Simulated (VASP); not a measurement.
# Al15VN16 (a cell with a defect) in VASP: notebook, part 2 of 2

VASP 6.6.1.

### Step 3. Single point, PBEsol+U, collinear spin, ferromagnetic start

Contents of INCAR:

```
PREC = Accurate
ENCUT = 450
EDIFF = 1E-5
ISMEAR = 0
SIGMA = 0.03
LREAL = Auto
LASPH = T
NELM = 120
ALGO = Normal
ISIF = 2
LWAVE = F
LCHARG = F
ISPIN = 2
MAGMOM = 0.01 0 0 0 0 0 0 0 0 0 0 0 0 0 0 0 0 0 0 0 0 0 0 0 0 0 0 0 0 0 0 0
LORBIT = 11
LMAXMIX = 4
LDAU = T
LDAUTYPE = 2
LDAUL = 2 -1 -1
LDAUU = 3 0 0
LDAUJ = 0 0 0
LDAUPRINT = 1
GGA = PS
ISYM = 0
KPAR = 4
```

Contents of KPOINTS:

```
regular mesh
0
Gamma
  3 3 2
```

Contents of POSCAR:

```
Al15VN16                                
1.0
    6.2200008610      0.0000000000      0.0000000000
   -3.1100004305      5.3866787572      0.0000000000
    0.0000000000      0.0000000000      9.9600000000
  V               Al              N             
     1    15    16
Direct
     0.3338982224337023    0.1657199780316213    0.9961504604491827
     0.3329620360698401    0.1656782039020506    0.5005995376638491
     0.3331072088679518    0.6652716664083597    0.0014780991403112
     0.3337573123125954    0.6661444379349750    0.5001860309355352
     0.8339146930169062    0.1661975719387200    0.0015522668694536
     0.8324972072091702    0.1650459164761850    0.5003864861052107
     0.8342186429137392    0.6654673327805403    0.0015214795760157
     0.8324941780767866    0.6662771014818740    0.5004553744140030
     0.1667474634229534    0.3328659179980760    0.2521239264197896
     0.1648500506185751    0.3332836014031728    0.7485621556060083
     0.1667542641821198    0.8322825352132868    0.2520479719516473
     0.1650461933439867    0.8293513010792856    0.7484929620616197
     0.6672620651452418    0.3329705791302772    0.2520419945233155
     0.6690227740933452    0.3335349591740812    0.7485620113154140
     0.6670024712879069    0.8328144319606767    0.2504583283809205
     0.6661805532152715    0.8320496714978728    0.7508489722123382
     0.3336051762085656    0.1659354143215092    0.1985429907134115
     0.3329167330166131    0.1653949158557007    0.6932526502607210
     0.3332150617652042    0.6657411884278098    0.1920466047385012
     0.3343576769612559    0.6659602842476265    0.6902644521351688
     0.8338921056393692    0.1665161735624411    0.1920592294655728
     0.8321091817628197    0.1638495991958474    0.6904289257892120
     0.8338920605257468    0.6659126084393531    0.1920844504466797
     0.8322267962612403    0.6663075899758559    0.6904749453758584
     0.1659803420483672    0.3326848210795483    0.4429189537771305
     0.1605270488510902    0.3386085831746095    0.9382263690523739
     0.1658472236037377    0.8317666871026720    0.4428499844047899
     0.1606274034235799    0.8193391296568083    0.9382360189704680
     0.6669888327202608    0.3329063606513479    0.4428863615651332
     0.6801998735868300    0.3390229734943134    0.9382777510085398
     0.6663829706759794    0.8325632542604083    0.4407227220803595
     0.6670931767392428    0.8322742101430838    0.9423785325914898
```

Potentials or basis: VASP PAW PBE potentials, release 64 (V_sv, Al, N).

Run with:

```console
$ cat potpaw_PBE.64/V_sv/POTCAR potpaw_PBE.64/Al/POTCAR potpaw_PBE.64/N/POTCAR > POTCAR
$ mpirun -np 4 vasp_std > vasp.out
```

OUTCAR:

```text
PREC = Accurate
   ENCUT = 450
   EDIFF = 1E-5
   ISMEAR = 0
   LREAL = Auto
   LASPH = T
   NELM = 120
   ISIF = 2
   ISPIN = 2
   LORBIT = 11
   GGA = PS
   ISYM = 0

 ion  position               nearest neighbor table
   1  0.334  0.166  0.996-  26 1.95  30 1.95  28 1.95  17 2.02  14 3.06  12 3.06  10 3.06   5 3.11
                             3 3.11   7 3.11   7 3.11   3 3.11   5 3.11  13 3.12  11 3.12   9 3.12
   2  0.333  0.166  0.501-  27 1.89  25 1.89  29 1.89  18 1.92   9 3.06  11 3.06  10 3.06  13 3.06
                            14 3.06  12 3.06   6 3.11   4 3.11   8 3.11   8 3.11   4 3.11   6 3.11
   3  0.333  0.665  0.001-  28 1.87  26 1.87  32 1.89  19 1.90  15 3.06   9 3.07  16 3.07  11 3.07
                            10 3.09  12 3.09   7 3.10   5 3.10   1 3.11   1 3.11   5 3.12   7 3.12
   4  0.334  0.666  0.500-  25 1.88  27 1.89  31 1.89  20 1.89  12 3.05   9 3.05  11 3.05  10 3.06
                            15 3.07  16 3.07   8 3.10   6 3.10   2 3.11   2 3.11   6 3.12   8 3.12
   5  0.834  0.166  0.002-  30 1.87  26 1.87  32 1.89  21 1.90  15 3.06   9 3.07  13 3.07  16 3.08
                            10 3.09  14 3.09   7 3.10   3 3.10   1 3.11   1 3.11   3 3.12   7 3.12
   6  0.832  0.165  0.500-  29 1.88  25 1.89  31 1.89  22 1.89  14 3.05  10 3.05  13 3.06   9 3.06
                            15 3.07  16 3.07   8 3.10   4 3.10   2 3.11   2 3.11   4 3.12   8 3.12
   7  0.834  0.665  0.002-  28 1.87  30 1.87  32 1.89  23 1.90  15 3.07  13 3.07  11 3.07  16 3.08
                            12 3.09  14 3.09   3 3.10   5 3.10   1 3.11   1 3.11   5 3.12   3 3.12
   8  0.832  0.666  0.500-  29 1.89  27 1.89  31 1.89  24 1.89  12 3.05  14 3.05  13 3.06  11 3.06
                            15 3.07  16 3.07   4 3.10   6 3.10   2 3.11   2 3.11   6 3.12   4 3.12
   9  0.167  0.333  0.252-  17 1.88  21 1.89  19 1.89  25 1.90   4 3.05   2 3.06   6 3.06   3 3.07
[... 17 lines left out ...]
  19  0.333  0.666  0.192-  15 1.89   9 1.89  11 1.89   3 1.90
  20  0.334  0.666  0.690-  12 1.88  10 1.88  16 1.89   4 1.89
  21  0.834  0.167  0.192-  15 1.89   9 1.89  13 1.89   5 1.90
  22  0.832  0.164  0.690-  10 1.88  14 1.88  16 1.89   6 1.89
[... 8 lines left out ...]
  31  0.666  0.833  0.441-   8 1.89   6 1.89   4 1.89  15 1.90
  32  0.667  0.832  0.942-   7 1.89   5 1.89   3 1.89  16 1.91

IMPORTANT INFORMATION: All symmetrisations will be switched off!
[... 1086 lines left out ...]
      3     -29.6124      1.00000
      4     -29.4065      1.00000
      5      -9.0205      1.00000
      6      -8.1540      1.00000
[... 829 lines left out ...]
     80      12.8273      0.00000
     81      12.9934      0.00000
 [bands above 81 left out]

------------------------ aborting loop because EDIFF is reached ----------------------------------------

  FORCE on cell =-STRESS in cart. coord.  units (eV):
  Direction    XX          YY          ZZ          XY          YZ          ZX
  --------------------------------------------------------------------------------------
  -------------------------------------------------------------------------------------
  Total        5.5742008      5.5471779      2.6241405     -0.0085527      0.0489515     -0.0130788
  in kB       26.7622320     26.6324928     12.5987310     -0.0410624      0.2350203     -0.0627927
  external PRESSURE =      21.9978186 kB  Pullay stress =       0.0000000 kB

 VOLUME and BASIS-vectors are now :
 -----------------------------------------------------------------------------
  energy-cutoff  :      450.00
  volume of cell :      333.71
      direct lattice vectors                 reciprocal lattice vectors
     6.220000861  0.000000000  0.000000000     0.160771682  0.092821574  0.000000000
    -3.110000430  5.386678757  0.000000000     0.000000000  0.185643148  0.000000000
     0.000000000  0.000000000  9.960000000     0.000000000  0.000000000  0.100401606

 POSITION                                       TOTAL-FORCE (eV/Angst)
 -----------------------------------------------------------------------------------
      1.56146      0.89268      9.92166        -0.005015     -0.006805     -0.010454
      1.55576      0.89246      4.98597         0.001801      0.006571      0.004485
      0.00293      3.58360      0.01472         0.001245      0.005254     -0.001073
      0.00426      3.58831      4.98185         0.001520     -0.000689      0.018373
      4.67008      0.89525      0.01546         0.003431      0.003106     -0.011177
      4.66484      0.88905      4.98385         0.011854     -0.003210     -0.001731
[... 24 lines left out ...]
      1.55563      4.48475      4.38960        -0.001968     -0.001729      0.009253
      1.56095      4.48319      9.38609        -0.016305     -0.000033     -0.010031
 -----------------------------------------------------------------------------------
    total drift:                               -0.007133      0.004313     -0.006541

  FREE ENERGIE OF THE ION-ELECTRON SYSTEM (eV)
  ---------------------------------------------------
  free  energy   TOTEN  =      -250.8745777677 eV

  energy  without entropy=     -250.8745777677  energy(sigma->0) =     -250.87457777

 total charge

# of ion       s       p       d       tot
------------------------------------------
    1        2.300   6.254   3.104  11.658
    2        0.368   0.440   0.000   0.808
    3        0.371   0.451   0.000   0.823
    4        0.370   0.447   0.000   0.818
    5        0.371   0.452   0.000   0.823
    6        0.370   0.447   0.000   0.818
[... 24 lines left out ...]
   31        1.223   2.619   0.000   3.842
   32        1.223   2.609   0.000   3.832
--------------------------------------------------
tot         27.458  54.761   3.104  85.324

 magnetization (x)

# of ion       s       p       d       tot
------------------------------------------
    1       -0.000  -0.000  -0.000  -0.000
    2       -0.000  -0.000   0.000  -0.000
    3        0.002   0.002   0.000   0.005
    4       -0.000  -0.000   0.000  -0.000
    5       -0.003  -0.003   0.000  -0.006
    6        0.000   0.000   0.000   0.000
[... 24 lines left out ...]
   31        0.000   0.000   0.000   0.000
   32       -0.000  -0.000   0.000  -0.000
--------------------------------------------------
tot         -0.000   0.001  -0.000   0.000
```

OSZICAR:

```text
N       E                     dE             d eps       ncg     rms          rms(c)
DAV:   1     0.690016385838E+03    0.69002E+03   -0.61900E+04  3720   0.131E+03
DAV:   2    -0.223880363383E+03   -0.91390E+03   -0.89023E+03  4464   0.291E+02
DAV:   3    -0.290467544812E+03   -0.66587E+02   -0.65369E+02  3976   0.865E+01
DAV:   4    -0.292160698764E+03   -0.16932E+01   -0.16456E+01  4200   0.144E+01
[... 11 lines left out ...]
DAV:  16    -0.250874242367E+03   -0.33314E-03   -0.32943E-03  4442   0.223E-01    0.157E-01
DAV:  17    -0.250874403932E+03   -0.16156E-03   -0.81127E-04  4050   0.102E-01    0.985E-02
DAV:  18    -0.250874485140E+03   -0.81208E-04   -0.12658E-04  3928   0.400E-02    0.636E-02
DAV:  19    -0.250874573682E+03   -0.88542E-04   -0.19022E-04  3654   0.506E-02    0.193E-02
DAV:  20    -0.250874577768E+03   -0.40854E-05   -0.41484E-05  3536   0.284E-02
   1 F= -.25087458E+03 E0= -.25087458E+03  d E =-.132214E-23  mag=    -0.0001
```

It took 4.9 min on 4 MPI ranks of Intel Xeon Platinum 8488C (Sapphire Rapids), shared host; peak memory 0.69 GiB.

Results:

| Quantity | Value |
| --- | --- |
| Free energy | -250.8746 eV |
| Largest force | 0.039 eV/Å |
| Band gap on the k mesh | 2.03 eV, direct |
| Net moment | 0.00 μB per cell |
| Valence electrons inside the program's atomic spheres | V 11.66; Al 0.81, 0.82; N 3.82, 3.83, 3.84, 3.85 |

Forces in eV/Å, atoms in the order of the input:
```
V   -0.005 -0.007 -0.010
Al   0.002  0.007  0.004
Al   0.001  0.005 -0.001
Al   0.002 -0.001  0.018
Al   0.003  0.003 -0.011
Al   0.012 -0.003 -0.002
Al  -0.023  0.012 -0.001
Al   0.009 -0.006 -0.010
Al   0.003 -0.008 -0.016
Al   0.004  0.008  0.001
Al  -0.003 -0.007 -0.012
Al   0.001  0.002  0.016
Al   0.009 -0.004 -0.005
Al   0.008  0.000  0.008
Al  -0.004 -0.007 -0.005
Al   0.004  0.002  0.002
N   -0.013  0.023 -0.003
N    0.012  0.001  0.006
N    0.003  0.003  0.013
N    0.008  0.016  0.003
N   -0.008 -0.008  0.012
N   -0.004  0.002 -0.008
N   -0.005 -0.005  0.003
N   -0.002 -0.001 -0.013
N    0.006 -0.001 -0.008
N   -0.025  0.004  0.030
N    0.016  0.005  0.000
N    0.006 -0.001 -0.014
N   -0.002 -0.007 -0.001
N    0.006 -0.024  0.005
N   -0.002 -0.002  0.009
N   -0.016  0.000 -0.010
```

Eigenvalues of the final occupation matrices:
| site | spin | trace | eigenvalues |
| --- | --- | --- | --- |
| site 1 d | 1 | 1.57 | 0.06 0.20 0.21 0.21 0.89 |
| site 1 d | 2 | 1.57 | 0.06 0.20 0.21 0.21 0.89 |

Caveat: the cutoff is under 1.25 times the usual one of these potentials, so pressure, stress and relaxed cells hold a basis-set (Pulay) error; the PAW data sets were made with another functional, which shifts forces and pressure a little.

### Step 4. Single point, PBEsol+U, collinear spin, zero start

Contents of INCAR:

```
PREC = Accurate
ENCUT = 450
EDIFF = 1E-5
ISMEAR = 0
SIGMA = 0.03
LREAL = Auto
LASPH = T
NELM = 120
ALGO = Normal
ISIF = 2
LWAVE = F
LCHARG = F
ISPIN = 2
MAGMOM = 0 0 0 0 0 0 0 0 0 0 0 0 0 0 0 0 0 0 0 0 0 0 0 0 0 0 0 0 0 0 0 0
LORBIT = 11
NUPDOWN = 0
LMAXMIX = 4
LDAU = T
LDAUTYPE = 2
LDAUL = 2 -1 -1
LDAUU = 5 0 0
LDAUJ = 0 0 0
LDAUPRINT = 1
GGA = PS
ISYM = 0
KPAR = 4
```

KPOINTS is that of step 3.

POSCAR is that of step 3.

Run with:

```console
$ cat potpaw_PBE.64/V_sv/POTCAR potpaw_PBE.64/Al/POTCAR potpaw_PBE.64/N/POTCAR > POTCAR
$ mpirun -np 4 vasp_std > vasp.out
```

Run time: 5.7 min. Hardware: 4 MPI ranks of Intel Xeon Platinum 8488C (Sapphire Rapids), shared host; peak memory 0.72 GiB.

It converged, with:

```
Free energy                                           : -249.6313 eV
Largest force                                         : 0.326 eV/Å
Net moment                                            : 0.00 μB per cell
Valence electrons inside the program's atomic spheres : V 11.62; Al 0.81, 0.82; N 3.83, 3.84, 3.85
```

Forces on the atoms (eV/Å):
```
V   -0.007 -0.005  0.066
Al   0.002  0.006  0.003
Al  -0.038 -0.019 -0.056
Al   0.000 -0.001  0.028
Al   0.005  0.048 -0.065
Al   0.011 -0.002  0.008
Al   0.018 -0.014 -0.057
Al   0.011 -0.006 -0.001
Al   0.001 -0.008  0.016
Al  -0.029  0.027  0.019
Al  -0.003 -0.006  0.024
Al   0.000 -0.035  0.030
Al   0.010 -0.005  0.030
Al   0.040  0.020  0.024
Al  -0.004 -0.007  0.000
Al   0.004  0.002 -0.002
N    0.004 -0.004  0.225
N    0.013  0.000  0.007
N    0.008  0.004  0.016
N    0.010  0.018 -0.009
N   -0.007 -0.012  0.016
N   -0.004 -0.001 -0.021
N   -0.010 -0.003  0.006
N   -0.004  0.000 -0.025
N    0.005  0.000 -0.016
N   -0.270  0.160 -0.089
N    0.016  0.002 -0.005
N   -0.008 -0.298 -0.079
N   -0.001 -0.006 -0.007
N    0.247  0.147 -0.086
N   -0.002 -0.002 -0.001
N   -0.017  0.000  0.002
```

Eigenvalues of the final occupation matrices:
```
    site  spin  trace               eigenvalues
site 1 d     1   1.54  0.05 0.18 0.19 0.20 0.91
site 1 d     2   1.54  0.05 0.18 0.19 0.20 0.91
```

Caveat: the k mesh is coarse (spacing up to 0.39 Å⁻¹), so the values aren't converged; the cutoff is under 1.25 times the usual one of these potentials, so pressure, stress and relaxed cells hold a basis-set (Pulay) error; the PAW data sets were made with another functional, which shifts forces and pressure a little; the total moment is fixed, so each spin has its own Fermi level.

### Step 5. Single point, PBEsol+U, collinear spin, zero start

Edit INCAR of step 4 so:

```diff
@@ -20,3 +20,3 @@
 LDAUL = 2 -1 -1
-LDAUU = 5 0 0
+LDAUU = 3 0 0
 LDAUJ = 0 0 0
```

Contents of KPOINTS:

```
regular mesh
0
Gamma
  4 4 2
```

POSCAR is that of step 4.

Run with:

```console
$ cat potpaw_PBE.64/V_sv/POTCAR potpaw_PBE.64/Al/POTCAR potpaw_PBE.64/N/POTCAR > POTCAR
$ mpirun -np 4 vasp_std > vasp.out
```

It took 7.5 min on 4 MPI ranks of Intel Xeon Platinum 8488C (Sapphire Rapids), shared host; peak memory 0.89 GiB.

Results (log left out):

```yaml
Free_energy: -250.8811 eV
Largest_force: 0.036 eV/Å
Net_moment: 0.00 μB per cell
Valence_electrons_inside_the_program's_atomic_spheres: V 11.66; Al 0.81, 0.82; N 3.82, 3.83, 3.84, 3.85
```

Forces on the atoms (eV/Å):
```
V   -0.009 -0.005 -0.012
Al   0.002  0.007  0.006
Al   0.001  0.005  0.000
Al   0.002 -0.001  0.020
Al   0.003  0.004 -0.010
Al   0.012 -0.003  0.000
Al  -0.022  0.011  0.000
Al   0.009 -0.006 -0.009
Al   0.003 -0.007 -0.015
Al   0.004  0.008  0.003
Al  -0.004 -0.007 -0.012
Al   0.000  0.001  0.018
Al   0.008 -0.004 -0.004
Al   0.008  0.000  0.010
Al  -0.004 -0.007 -0.004
Al   0.004  0.002  0.004
N   -0.006  0.025 -0.004
N    0.012  0.001  0.005
N    0.003  0.003  0.012
N    0.008  0.016  0.002
N   -0.008 -0.008  0.011
N   -0.004  0.002 -0.009
N   -0.005 -0.005  0.001
N   -0.002 -0.001 -0.015
N    0.006 -0.001 -0.010
N   -0.025 -0.001  0.026
N    0.016  0.005 -0.001
N    0.002 -0.001 -0.017
N   -0.002 -0.007 -0.002
N    0.007 -0.023  0.010
N   -0.002 -0.002  0.008
N   -0.016  0.000 -0.012
```

Eigenvalues of the final occupation matrices:
```tsv
site	spin	trace	eigenvalues
site 1 d	1	1.57	0.06 0.20 0.21 0.21 0.89
site 1 d	2	1.57	0.06 0.20 0.21 0.21 0.89
```

Caveat: the cutoff is under 1.25 times the usual one of these potentials, so pressure, stress and relaxed cells hold a basis-set (Pulay) error; the PAW data sets were made with another functional, which shifts forces and pressure a little; the total moment is fixed, so each spin has its own Fermi level.

### Step 6. The runs side by side

| task | spin | U | fixed moment (μB) | cell | k mesh | mesh quality | moment (μB) | largest force (eV/Å) |
| --- | --- | --- | --- | --- | --- | --- | --- | --- |
| relaxation of the atoms | collinear, zero start | V d U = 3 eV | 0 | atoms relaxed from: atoms moved at random, drawn with an rms of 0.05 Å | 3 × 3 × 2 | coarse | 0.00 | 0.02 |
| single point | collinear, ferromagnetic start | V d U = 3 eV | - | as given | 3 × 3 × 2 | not flagged | 0.00 | 0.04 |
| single point | collinear, zero start | V d U = 5 eV | 0 | as given | 3 × 3 × 2 | coarse | 0.00 | 0.33 |
| single point | collinear, zero start | V d U = 3 eV | 0 | as given | 4 × 4 × 2 | not flagged | 0.00 | 0.04 |

Alike in all rows: level PBEsol+U; potentials or basis VASP PAW PBE potentials, release 64 (V_sv, Al, N); cutoff (eV) 450; smearing gaussian 0.03 eV.

Caveats: some runs use coarse meshes; the cutoff is under 1.25 times the usual one of these potentials, so pressure, stress and relaxed cells hold a basis-set (Pulay) error; the PAW data sets were made with another functional, which shifts forces and pressure a little; the total moment is fixed, so each spin has its own Fermi level (some runs).

Total energies depend on the potentials used, so only differences within one code and one set of settings carry meaning.
